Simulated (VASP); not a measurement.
Consider the following.

```yaml
crystal:
  lattice:
    - [4.10636, 0.00000, 0.00000]
    - [0.00000, 4.10636, 0.00000]
    - [0.00000, 0.00000, 4.10636]
  atoms:
    - { symbol: Sc, position: [0.00000, 0.00000, 0.00000] }
    - { symbol: Al, position: [0.00000, 0.50000, 0.50000] }
    - { symbol: Al, position: [0.50000, 0.00000, 0.50000] }
    - { symbol: Al, position: [0.50000, 0.50000, 0.00000] }
```

All values below come from PBE GGA, VASP's PBE PAW potentials (set 64) (plane waves; VASP). Numerical set-up: 400 eV cut-off, Gaussian smearing of 0.050 eV, potentials Sc_sv Al.

**Question.** Give the energies of bands 5 to 13 at the high-symmetry points, in eV from the Fermi level.

**Answer.** 
```
band      Γ      X      M      R
----  -----  -----  -----  -----
5     -9.92  -8.07  -6.66  -4.74
6     -2.56  -7.24  -5.57  -4.74
7     -2.56  -1.65  -5.57  -4.74
8     -1.77  -1.65  -4.28  -4.39
9     -1.77  -1.40  -0.48  -2.90
10    -1.77   0.83  -0.48  -2.90
11     1.30   1.03   1.24  -2.90
12     1.34   1.03   1.40   0.97
13     1.34   1.40   2.10   2.63
```

It has no gap at this level: it comes out as a metal or semimetal.

The compound is Al3Sc in the L1_2 structure. It was relaxed first.
